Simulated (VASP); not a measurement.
Given:

```
CELL_PARAMETERS angstrom
      0.00000     2.62816     2.62816
      2.62816     0.00000     2.62816
      2.62816     2.62816     0.00000
ATOMIC_POSITIONS crystal
  Sr 0.00000 0.00000 0.00000
  O  0.50000 0.50000 0.50000
```

Level of theory: PBE GGA, VASP's PBE PAW potentials (set 64) (plane waves; VASP 6.6.1). Settings: 520 eV cut-off, 9×9×9 Γ-centred mesh, Gaussian smearing of 0.050 eV, potentials Sr_sv O.

**Question.** What does the run give for the energy per atom (σ→0), pressure?

**Answer.** 
```yaml
energy per atom (σ→0): -6.024 eV/atom
pressure: -2.32 GPa
```

The absolute energy has meaning only against runs of the same code, potentials and settings.

The compound is SrO in the rock salt structure. This cell is one point of a volume scan, at 1.03 of the reference volume.
